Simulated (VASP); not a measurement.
# Sr2MnSi2O7: structure and properties in VASP, part 9 of 14

What structure and properties does LDA + U give Sr2MnSi2O7, and how near are they to the measured ones? The start is a cell from a database of measured crystal structures.

VASP 6.6.1; LDA, DFT+U (Mn d 3 eV), spin-polarised from a ferromagnetic start; plane waves and PAW (Sr_sv, Mn_pv, Si, O).

Still holding for the runs below: The magnetic state follows from one typed start and may not be the lowest. Experiment finds antiferromagnetic order in this phase (below 3.4 K, arxiv:2410.22741), so this ferromagnetic run describes another state.

So far, gap on the k-mesh (eV): step 2 (relaxing cell and atoms (LDA + U)) 2.34; step 3 (second relaxation) 2.34; step 4 (single point with fields (LDA + U)) 2.34; step 6 (density of states (LDA + U)) 2.33; step 7 (field gradients at the nuclei (LDA + U)) 2.34.

## Step 8: Volume scan with LDA + U, volume scale 0.94

An equation of state needs energies on both sides of the minimum, all on one mesh and cutoff.

Input file INCAR:

```
SYSTEM = Sr2MnSi2O7
PREC = Accurate
ENCUT = 520
EDIFF = 1E-06
NELM = 100
ISMEAR = 0
SIGMA = 0.05
LREAL = Auto
ALGO = Fast
GGA = CA
NBANDS = 125
ISPIN = 2
MAGMOM = 0.004 0.004 0.004 0.004 4.477 4.477 0.008 0.008 0.008 0.008 0.003 0.003 0.006 0.006 0.006 0.006 0.038 0.038 0.038 0.038 0.038 0.038 0.038 0.038
LDAU = .TRUE.
LDAUTYPE = 2
LDAUL = -1 2 -1 -1
LDAUU = 0 3 0 0
LDAUJ = 0 0 0 0
LDAUPRINT = 1
LASPH = .TRUE.
LMAXMIX = 4
LORBIT = 11
LWAVE = .FALSE.
LCHARG = .FALSE.
KPAR = 4
NCORE = 2
ISIF = 2
```

Input file POSCAR:

```
Sr2MnSi2O7
1.0
    7.8665339359      0.0000000000      0.0000000000
    0.0000000000      7.8665339359      0.0000000000
    0.0000000000      0.0000000000      4.9753469052
Sr Mn Si O
4 2 4 14
Direct
    0.3345770917      0.1654229083      0.5063260309
    0.1654229083      0.6654229083      0.4936739691
    0.6654229083      0.8345770917      0.5063260309
    0.8345770917      0.3345770917      0.4936739691
    0.0000000000      0.0000000000      0.0000000000
    0.5000000000      0.5000000000      0.0000000000
    0.1377929865      0.3622070135      0.9396728049
    0.3622070135      0.8622070135      0.0603271951
    0.8622070135      0.6377929865      0.9396728049
    0.6377929865      0.1377929865      0.0603271951
    0.5000000000      0.0000000000      0.1681971946
    0.0000000000      0.5000000000      0.8318028054
    0.1395688079      0.3604311921      0.2550303602
    0.3604311921      0.8604311921      0.7449696398
    0.8604311921      0.6395688079      0.2550303602
    0.6395688079      0.1395688079      0.7449696398
    0.0786485217      0.1935386624      0.7886769092
    0.1935386624      0.9213514783      0.2113230908
    0.9213514783      0.8064613376      0.7886769092
    0.8064613376      0.0786485217      0.2113230908
    0.5786485217      0.3064613376      0.2113230908
    0.6935386624      0.5786485217      0.7886769092
    0.4213514783      0.6935386624      0.2113230908
    0.3064613376      0.4213514783      0.7886769092
```

Input file KPOINTS:

```
Automatic mesh
0
Gamma
3 3 5
0 0 0
```

Potentials, in the order of the species: Sr_sv, Mn_pv, Si and O (LDA family, release 64).

The run is started by

```
mpirun -np 8 vasp_std
```

The log of the run:

```text
[... set-up lines as in an earlier step ...]
 entering main loop
       N       E                     dE             d eps       ncg     rms          rms(c)
DAV:   1     0.137631626462E+04    0.13763E+04   -0.85051E+04  4636   0.133E+03
DAV:   2    -0.876619298639E+02   -0.14640E+04   -0.13808E+04  4852   0.358E+02
DAV:   3    -0.216543937373E+03   -0.12888E+03   -0.12676E+03  5671   0.114E+02
DAV:   4    -0.221615008047E+03   -0.50711E+01   -0.50352E+01  6864   0.185E+01
DAV:   5    -0.221808732569E+03   -0.19372E+00   -0.19348E+00  6488   0.316E+00    0.546E+01
RMM:   6    -0.195756937763E+03    0.26052E+02   -0.96093E+01  5464   0.242E+01    0.420E+01
RMM:   7    -0.195675273721E+03    0.81664E-01   -0.11746E+01  5830   0.970E+00    0.303E+01
RMM:   8    -0.195745039518E+03   -0.69766E-01   -0.19893E+00  7146   0.337E+00    0.156E+01
RMM:   9    -0.195562883711E+03    0.18216E+00   -0.88251E-01  6358   0.286E+00    0.357E+00
RMM:  10    -0.195582490455E+03   -0.19607E-01   -0.19567E-01  7117   0.141E+00    0.122E+00
RMM:  11    -0.195593370963E+03   -0.10881E-01   -0.89381E-02  8090   0.640E-01    0.536E-01
RMM:  12    -0.195596799885E+03   -0.34289E-02   -0.40609E-02  8396   0.386E-01    0.423E-01
RMM:  13    -0.195599746768E+03   -0.29469E-02   -0.27689E-02  8550   0.284E-01    0.139E-01
WARNING in EDDRMM: call to ZHEGV failed, returncode =   8  4     64
RMM:  14    -0.195601134795E+03   -0.13880E-02   -0.14771E-02  8598   0.223E-01    0.749E-02
RMM:  15    -0.195602489558E+03   -0.13548E-02   -0.13585E-02  8701   0.185E-01    0.568E-02
RMM:  16    -0.195603218121E+03   -0.72856E-03   -0.71933E-03  8749   0.149E-01    0.427E-02
RMM:  17    -0.195603891743E+03   -0.67362E-03   -0.69186E-03  8677   0.129E-01    0.239E-02
RMM:  18    -0.195604290676E+03   -0.39893E-03   -0.40203E-03  8668   0.106E-01    0.122E-02
RMM:  19    -0.195604651122E+03   -0.36045E-03   -0.36701E-03  8681   0.891E-02    0.138E-02
RMM:  20    -0.195604895597E+03   -0.24447E-03   -0.24782E-03  8430   0.739E-02    0.120E-02
RMM:  21    -0.195605100884E+03   -0.20529E-03   -0.21086E-03  8291   0.632E-02    0.219E-02
WARNING in EDDRMM: call to ZHEGV failed, returncode =   6  3     55
RMM:  22    -0.195605254709E+03   -0.15383E-03   -0.15631E-03  8213   0.532E-02    0.312E-02
RMM:  23    -0.195605374524E+03   -0.11981E-03   -0.12390E-03  8052   0.456E-02    0.379E-02
WARNING in EDDRMM: call to ZHEGV failed, returncode =   6  3     52
RMM:  24    -0.195605467902E+03   -0.93378E-04   -0.97889E-04  7842   0.384E-02    0.406E-02
WARNING in EDDRMM: call to ZHEGV failed, returncode =   8  4     64
RMM:  25    -0.195605542134E+03   -0.74233E-04   -0.79671E-04  7619   0.334E-02    0.416E-02
RMM:  26    -0.195605609450E+03   -0.67315E-04   -0.71689E-04  7321   0.284E-02    0.420E-02
WARNING in EDDRMM: call to ZHEGV failed, returncode =   8  4     58
RMM:  27    -0.195605658911E+03   -0.49461E-04   -0.52682E-04  7045   0.244E-02    0.434E-02
WARNING in EDDRMM: call to ZHEGV failed, returncode =   6  3     77
WARNING in EDDRMM: call to ZHEGV failed, returncode =   6  3     43
RMM:  28    -0.195605694079E+03   -0.35169E-04   -0.38613E-04  6751   0.210E-02    0.427E-02
RMM:  29    -0.195605724364E+03   -0.30284E-04   -0.34336E-04  6464   0.184E-02    0.413E-02
WARNING in EDDRMM: call to ZHEGV failed, returncode =   6  3     44
RMM:  30    -0.195605750888E+03   -0.26524E-04   -0.30251E-04  6219   0.162E-02    0.396E-02
RMM:  31    -0.195605773021E+03   -0.22133E-04   -0.24448E-04  5945   0.140E-02    0.399E-02
WARNING in EDDRMM: call to ZHEGV failed, returncode =   6  3     64
RMM:  32    -0.195605797201E+03   -0.24181E-04   -0.25791E-04  5521   0.122E-02    0.412E-02
RMM:  33    -0.195605816235E+03   -0.19033E-04   -0.20458E-04  5494   0.107E-02    0.413E-02
RMM:  34    -0.195605833401E+03   -0.17167E-04   -0.18195E-04  4978   0.934E-03    0.423E-02
WARNING in EDDRMM: call to ZHEGV failed, returncode =   8  4     71
RMM:  35    -0.195605845457E+03   -0.12056E-04   -0.12396E-04  4741   0.816E-03    0.431E-02
RMM:  36    -0.195605853112E+03   -0.76545E-05   -0.87596E-05  4907   0.736E-03    0.429E-02
RMM:  37    -0.195605862465E+03   -0.93528E-05   -0.97072E-05  4505   0.654E-03    0.442E-02
WARNING in EDDRMM: call to ZHEGV failed, returncode =   6  3     78
RMM:  38    -0.195605867957E+03   -0.54921E-05   -0.60315E-05  4116   0.578E-03    0.446E-02
RMM:  39    -0.195605874015E+03   -0.60584E-05   -0.70078E-05  4231   0.530E-03    0.444E-02
RMM:  40    -0.195605878335E+03   -0.43198E-05   -0.47207E-05  3805   0.468E-03    0.448E-02
WARNING in EDDRMM: call to ZHEGV failed, returncode =   6  3     71
RMM:  41    -0.195605883513E+03   -0.51781E-05   -0.55757E-05  3656   0.424E-03    0.453E-02
WARNING in EDDRMM: call to ZHEGV failed, returncode =   6  3     71
RMM:  42    -0.195605886894E+03   -0.33808E-05   -0.36120E-05  3618   0.380E-03    0.456E-02
RMM:  43    -0.195605889240E+03   -0.23459E-05   -0.26117E-05  3440   0.343E-03    0.459E-02
WARNING in EDDRMM: call to ZHEGV failed, returncode =   6  3     80
RMM:  44    -0.195605892298E+03   -0.30585E-05   -0.32329E-05  3384   0.317E-03    0.464E-02
RMM:  45    -0.195605893070E+03   -0.77209E-06   -0.19801E-05  4355   0.337E-03    0.446E-02
RMM:  46    -0.195605894461E+03   -0.13906E-05   -0.33462E-05  4417   0.368E-03    0.412E-02
RMM:  47    -0.195605894948E+03   -0.48717E-06   -0.14858E-05  4141   0.302E-03    0.393E-02
RMM:  48    -0.195605894638E+03    0.31043E-06   -0.11248E-05  4389   0.323E-03    0.364E-02
RMM:  49    -0.195605894955E+03   -0.31687E-06   -0.11521E-05  3997   0.267E-03    0.348E-02
RMM:  50    -0.195605894565E+03    0.38995E-06   -0.73481E-06  4233   0.294E-03
   1 F= -.19560589E+03 E0= -.19560589E+03  d E =-.817281E-21  mag=    10.0000
```

The job ended after 4 min (8 MPI ranks of Intel Xeon 6975P-C (Granite Rapids), shared host; peak memory 3.4 GiB; 32 min of CPU time).

Parts of OUTCAR (step 8):

```text
   ENCUT  =  520.0 eV  38.22 Ry    6.18 a.u.  14.63 14.63  9.25*2*pi/ulx,y,z

   NELECT =     166.0000    total number of electrons

atom =   5  type =  2  l = 2

 onsite density matrix

spin component  1

  0.9468  0.0000  0.0000  0.0000 -0.0024
  0.0000  0.9450  0.0000  0.0000  0.0000
  0.0000  0.0000  0.9388 -0.0000  0.0000
  0.0000  0.0000 -0.0000  0.9450 -0.0000
 -0.0024  0.0000  0.0000 -0.0000  0.9471

spin component  2

  0.0722  0.0000 -0.0000  0.0000 -0.0327
  0.0000  0.0842  0.0000  0.0000 -0.0000
 -0.0000  0.0000  0.0279  0.0000  0.0000
  0.0000  0.0000  0.0000  0.0842 -0.0000
 -0.0327 -0.0000  0.0000 -0.0000  0.0747

 occupancies and eigenvectors

  o =  0.0279  v =  0.0000  0.0000  0.0000  0.0000  0.0000  0.0000  0.0000 -1.0000 -0.0000  0.0000      0.0000  0.0000  0.0000  0.0000  0.0000  0.0000  0.0000  0.0000  0.0000  0.0000
  o =  0.0407  v =  0.0000  0.0000  0.0000  0.0000  0.0000  0.7202  0.0000  0.0000 -0.0000  0.6938      0.0000  0.0000  0.0000  0.0000  0.0000  0.0000  0.0000  0.0000  0.0000  0.0000
  o =  0.0842  v =  0.0000  0.0000  0.0000  0.0000  0.0000 -0.0000  0.9999 -0.0000  0.0149  0.0000      0.0000  0.0000  0.0000  0.0000  0.0000  0.0000  0.0000  0.0000  0.0000  0.0000
  o =  0.0842  v =  0.0000  0.0000  0.0000  0.0000  0.0000  0.0000  0.0149  0.0000 -0.9999 -0.0000      0.0000  0.0000  0.0000  0.0000  0.0000  0.0000  0.0000  0.0000  0.0000  0.0000
  o =  0.1061  v =  0.0000  0.0000  0.0000  0.0000  0.0000 -0.6938 -0.0000  0.0000 -0.0000  0.7202      0.0000  0.0000  0.0000  0.0000  0.0000  0.0000  0.0000  0.0000  0.0000  0.0000
  o =  0.9388  v =  0.0000  0.0000 -1.0000 -0.0000  0.0000  0.0000  0.0000  0.0000  0.0000  0.0000      0.0000  0.0000  0.0000  0.0000  0.0000  0.0000  0.0000  0.0000  0.0000  0.0000
  o =  0.9445  v = -0.7305  0.0000 -0.0000  0.0000 -0.6829  0.0000  0.0000  0.0000  0.0000  0.0000      0.0000  0.0000  0.0000  0.0000  0.0000  0.0000  0.0000  0.0000  0.0000  0.0000
  o =  0.9450  v =  0.0000  0.0000  0.0000 -1.0000 -0.0000  0.0000  0.0000  0.0000  0.0000  0.0000      0.0000  0.0000  0.0000  0.0000  0.0000  0.0000  0.0000  0.0000  0.0000  0.0000
  o =  0.9450  v =  0.0000  1.0000  0.0000  0.0000  0.0000  0.0000  0.0000  0.0000  0.0000  0.0000      0.0000  0.0000  0.0000  0.0000  0.0000  0.0000  0.0000  0.0000  0.0000  0.0000
  o =  0.9494  v = -0.6829  0.0000  0.0000 -0.0000  0.7305  0.0000  0.0000  0.0000  0.0000  0.0000      0.0000  0.0000  0.0000  0.0000  0.0000  0.0000  0.0000  0.0000  0.0000  0.0000

atom =   6  type =  2  l = 2

 onsite density matrix

spin component  1

  0.9468 -0.0000  0.0000 -0.0000  0.0024
 -0.0000  0.9450  0.0000  0.0000 -0.0000
  0.0000  0.0000  0.9388  0.0000  0.0000
 -0.0000  0.0000  0.0000  0.9450  0.0000
  0.0024 -0.0000  0.0000  0.0000  0.9471

spin component  2

  0.0722  0.0000 -0.0000 -0.0000  0.0327
  0.0000  0.0842  0.0000 -0.0000  0.0000
 -0.0000  0.0000  0.0279  0.0000  0.0000
 -0.0000 -0.0000  0.0000  0.0842 -0.0000
  0.0327  0.0000  0.0000 -0.0000  0.0747

 occupancies and eigenvectors

  o =  0.0279  v =  0.0000  0.0000  0.0000  0.0000  0.0000 -0.0000  0.0000 -1.0000  0.0000  0.0000      0.0000  0.0000  0.0000  0.0000  0.0000  0.0000  0.0000  0.0000  0.0000  0.0000
  o =  0.0407  v =  0.0000  0.0000  0.0000  0.0000  0.0000  0.7202  0.0000 -0.0000  0.0000 -0.6938      0.0000  0.0000  0.0000  0.0000  0.0000  0.0000  0.0000  0.0000  0.0000  0.0000
  o =  0.0842  v =  0.0000  0.0000  0.0000  0.0000  0.0000  0.0000 -1.0000 -0.0000 -0.0000  0.0000      0.0000  0.0000  0.0000  0.0000  0.0000  0.0000  0.0000  0.0000  0.0000  0.0000
  o =  0.0842  v =  0.0000  0.0000  0.0000  0.0000  0.0000 -0.0000  0.0000 -0.0000 -1.0000 -0.0000      0.0000  0.0000  0.0000  0.0000  0.0000  0.0000  0.0000  0.0000  0.0000  0.0000
  o =  0.1061  v =  0.0000  0.0000  0.0000  0.0000  0.0000 -0.6938 -0.0000 -0.0000  0.0000 -0.7202      0.0000  0.0000  0.0000  0.0000  0.0000  0.0000  0.0000  0.0000  0.0000  0.0000
[...]
87       3.8586      1.00000
     88       4.0903      1.00000
     89       6.5777      0.00000
     90       8.3359      0.00000
     91       8.3359      0.00000
     92       8.5030      0.00000
     93       8.7137      0.00000
    ...

 k-point     2 :       0.3333    0.0000    0.0000
  band No.  band energies     occupation
    ...
     84       3.4888      1.00000
     85       3.6664      1.00000
     86       3.6849      1.00000
     87       3.9461      1.00000
     88       4.0529      1.00000
     89       7.1088      0.00000
     90       8.0511      0.00000
     91       8.3968      0.00000
     92       8.5173      0.00000
     93       8.8183      0.00000
    ...

  Total       18.9618014     18.9618014     20.6486180      0.0000000      0.0000000      0.0000000
  in kB       98.6733716     98.6733716    107.4512232      0.0000000      0.0000000      0.0000000
  external PRESSURE =     101.5993222 kB  Pullay stress =       0.0000000 kB

 POSITION                                       TOTAL-FORCE (eV/Angst)
 -----------------------------------------------------------------------------------
      2.63196      1.30130      2.51915         0.064614     -0.064614     -0.004715
      1.30130      5.23457      2.45620        -0.064614     -0.064614      0.004715
      5.23457      6.56523      2.51915        -0.064614      0.064614     -0.004715
      6.56523      2.63196      2.45620         0.064614      0.064614      0.004715
      0.00000      0.00000      0.00000         0.000000     -0.000000      0.000000
      3.93327      3.93327      0.00000        -0.000000     -0.000000      0.000000
      1.08395      2.84931      4.67520         0.000453     -0.000453      0.060470
      2.84931      6.78258      0.30015        -0.000453     -0.000453     -0.060470
      6.78258      5.01722      4.67520        -0.000453      0.000453      0.060470
      5.01722      1.08395      0.30015         0.000453      0.000453     -0.060470
      3.93327      0.00000      0.83684         0.000000     -0.000000      0.348374
      0.00000      3.93327      4.13851        -0.000000     -0.000000     -0.348374
      1.09792      2.83534      1.26886        -0.006018      0.006018      1.149474
      2.83534      6.76861      3.70648         0.006018      0.006018     -1.149474
      6.76861      5.03119      1.26886         0.006018     -0.006018      1.149474
      5.03119      1.09792      3.70648        -0.006018     -0.006018     -1.149474
      0.61869      1.52248      3.92394        -0.283727     -0.687945     -0.639849
      1.52248      7.24784      1.05141        -0.687945      0.283727      0.639849
      7.24784      6.34406      3.92394         0.283727      0.687945     -0.639849
      6.34406      0.61869      1.05141         0.687945     -0.283727      0.639849
      4.55196      2.41079      1.05141        -0.283727      0.687945      0.639849
      5.45575      4.55196      3.92394        -0.687945     -0.283727     -0.639849
      3.31458      5.45575      1.05141         0.283727     -0.687945      0.639849
      2.41079      3.31458      3.92394         0.687945      0.283727     -0.639849
 -----------------------------------------------------------------------------------
    total drift:                               -0.000002     -0.000002      0.000000

  FREE ENERGIE OF THE ION-ELECTRON SYSTEM (eV)
  ---------------------------------------------------
  free  energy   TOTEN  =      -195.6058945646 eV

  energy  without entropy=     -195.6058945646  energy(sigma->0) =     -195.60589456

 magnetization (x)
# of ion       s       p       d       tot
------------------------------------------
    1        0.000   0.001   0.004   0.005
    2        0.000   0.001   0.004   0.005
    3        0.000   0.001   0.004   0.005
    4        0.000   0.001   0.004   0.005
    5        0.020   0.058   4.371   4.448
    6        0.020   0.058   4.371   4.448
    7        0.003   0.006   0.000   0.009
    8        0.003   0.006   0.000   0.009
    9        0.003   0.006   0.000   0.009
   10        0.003   0.006   0.000   0.009
   11        0.001   0.003   0.000   0.004
   12        0.001   0.003   0.000   0.004
   13        0.001   0.007   0.000   0.007
   14        0.001   0.007   0.000   0.007
   15        0.001   0.007   0.000   0.007
   16        0.001   0.007   0.000   0.007
   17        0.002   0.040   0.000   0.042
   18        0.002   0.040   0.000   0.042
   19        0.002   0.040   0.000   0.042
   20        0.002   0.040   0.000   0.042
   21        0.002   0.040   0.000   0.042
   22        0.002   0.040   0.000   0.042
   23        0.002   0.040   0.000   0.042
   24        0.002   0.040   0.000   0.042
--------------------------------------------------
tot          0.075   0.492   8.758   9.324

[... 5 parts as in an earlier step ...]

[... 16 further parts left out ...]
[key lines of the parts left out:]
E-fermi :   4.5574
```

The scan keeps the cell's shape and the fractional positions fixed.

This step gave:

```yaml
scf_cycles: 50
free_energy_toten: -195.6059 eV
fermi_energy: 4.557 eV
pressure: 10.16 GPa
gap_on_the_k_mesh: 2.341 eV
least_direct_gap_on_the_k_mesh: 2.487 eV
```

Force by atom:

| atom | x (eV/Å) | y (eV/Å) | z (eV/Å) | size |
| --- | --- | --- | --- | --- |
| Sr1 | 0.06 | -0.06 | 0.00 | 0.09 |
| Sr2 | -0.06 | -0.06 | 0.00 | 0.09 |
| Sr3 | -0.06 | 0.06 | 0.00 | 0.09 |
| Sr4 | 0.06 | 0.06 | 0.00 | 0.09 |
| Mn5 | 0.00 | 0.00 | 0.00 | 0.00 |
| Mn6 | 0.00 | 0.00 | 0.00 | 0.00 |
| Si7 | 0.00 | 0.00 | 0.06 | 0.06 |
| Si8 | 0.00 | 0.00 | -0.06 | 0.06 |
| Si9 | 0.00 | 0.00 | 0.06 | 0.06 |
| Si10 | 0.00 | 0.00 | -0.06 | 0.06 |
| O11 | 0.00 | 0.00 | 0.35 | 0.35 |
| O12 | 0.00 | 0.00 | -0.35 | 0.35 |
| O13 | -0.01 | 0.01 | 1.15 | 1.15 |
| O14 | 0.01 | 0.01 | -1.15 | 1.15 |
| O15 | 0.01 | -0.01 | 1.15 | 1.15 |
| O16 | -0.01 | -0.01 | -1.15 | 1.15 |
| O17 | -0.28 | -0.69 | -0.64 | 0.98 |
| O18 | -0.69 | 0.28 | 0.64 | 0.98 |
| O19 | 0.28 | 0.69 | -0.64 | 0.98 |
| O20 | 0.69 | -0.28 | 0.64 | 0.98 |
| O21 | -0.28 | 0.69 | 0.64 | 0.98 |
| O22 | -0.69 | -0.28 | -0.64 | 0.98 |
| O23 | 0.28 | -0.69 | 0.64 | 0.98 |
| O24 | 0.69 | 0.28 | -0.64 | 0.98 |

The pressure here is 10.16 GPa.

(Part 9 of 14 ends here.)

[Lines on the potential files, build, host, timing and source positions are cut from VASP's logs without a mark.]

[Logs are printed without paths, hosts, clocks, repeated set-up lines and the standing remarks that a program may print on its own settings, such as how far it seeks lower states.]

[Hosts, paths, dates, database ids (printed as entryN), source tags and the programs' standing remarks are cut or masked in the printed files.]

[A measured line is paired with the nearest computed mode of its activity, which favours agreement.]
